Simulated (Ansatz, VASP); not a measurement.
# One calculation of BaCuSO, two programs

INCAR

```
ALGO = Normal ; EDIFF = 1E-7
ENCUT = 520 ; GGA = PE
ISIF = 2 ; ISMEAR = -1
LASPH = True ; LCHARG = True
LELF = True ; LREAL = False
LVHAR = True ; LWAVE = False
NBANDS = 43 ; NELM = 100
PREC = Accurate ; SIGMA = 0.05
```

Contents of KPOINTS:

```
k-points
0
Gamma
  7 7 5
```

The input POSCAR:

```
BaCuSO
1.0
    1.9866810000     -6.3595160000      0.0000000000
    1.9866810000      6.3595160000      0.0000000000
    0.0000000000      0.0000000000      6.1436350000
Ba Cu S O
2 2 2 2
Direct
    0.1036940000      0.8963060000      0.2500000000
    0.8963060000      0.1036940000      0.7500000000
    0.6029950000      0.3970050000      0.7500000000
    0.3970050000      0.6029950000      0.2500000000
    0.1837020000      0.8162980000      0.7500000000
    0.8162980000      0.1837020000      0.2500000000
    0.5000000000      0.5000000000      0.0000000000
    0.5000000000      0.5000000000      0.5000000000
```

File input.yaml:

```yaml
crystal:
  lattice:
    - [1.986681, -6.359516, 0.0]
    - [1.986681, 6.359516, 0.0]
    - [0.0, 0.0, 6.143635]
  atoms:
    - { symbol: Ba, position: [0.103694, 0.896306, 0.25] }
    - { symbol: Ba, position: [0.896306, 0.103694, 0.75] }
    - { symbol: Cu, position: [0.602995, 0.397005, 0.75] }
    - { symbol: Cu, position: [0.397005, 0.602995, 0.25] }
    - { symbol: S, position: [0.183702, 0.816298, 0.75] }
    - { symbol: S, position: [0.816298, 0.183702, 0.25] }
    - { symbol: O, position: [0.5, 0.5, 0.0] }
    - { symbol: O, position: [0.5, 0.5, 0.5] }
hamiltonian:
  xc: pbe
  pseudopotentials: { kind: paw }
kpoints:
  mp_grid: { grid: [7, 7, 5] }
scf:
  occupations: { method: fermi_dirac, width: 0.05 }
output:
  forces: true
  stress: true
  eigenvalues: true
```

The cell comes from a database or a generator and needn't be the stable form of this composition.

Alike in both runs: task single point; functional PBE; k mesh 7 × 7 × 5; occupations fermi-dirac, width 0.05 eV; no spin polarisation.

```csv
,VASP,Ansatz
version,VASP 6.6.1,Ansatz 0.2.0
potentials or method,"VASP PAW PBE potentials, release 64 (Ba_sv, Cu, S, O)",Ansatz PAW
plane-wave cutoff (eV),520,420
valence electrons in the cell,66,82
```

|  | VASP | Ansatz | Ansatz less VASP |
| --- | --- | --- | --- |
| gap on the k mesh at the Fermi level (eV) | none | none | - |
| pressure (GPa) | 0.5 | -0.4 | -0.93 |
| largest component of the traceless stress (GPa) | 0.03 | 0.10 | +0.076 |
| rms of the force components (eV/Å) | 0.036 | 0.032 | -0.0036 |

Atom by atom the forces differ by 0.026 eV/Å (rms over components). A gap of «none» marks a metal or a gap that the smearing closes. With one functional, cell and mesh, what is left measures potentials, basis and numerics. The two sets of potentials don't hold the same shells in valence.

Caveats: the run has no spin polarisation, though such a crystal can be magnetic; semilocal functionals often make such compounds metallic where correlation or magnetic order opens a gap, which also shifts bond lengths. With open d or f shells a metallic result of PBE can be an artefact of self-interaction; +U or a hybrid may open a gap. The runs have no spin-orbit coupling, so splittings on Ba are missing.
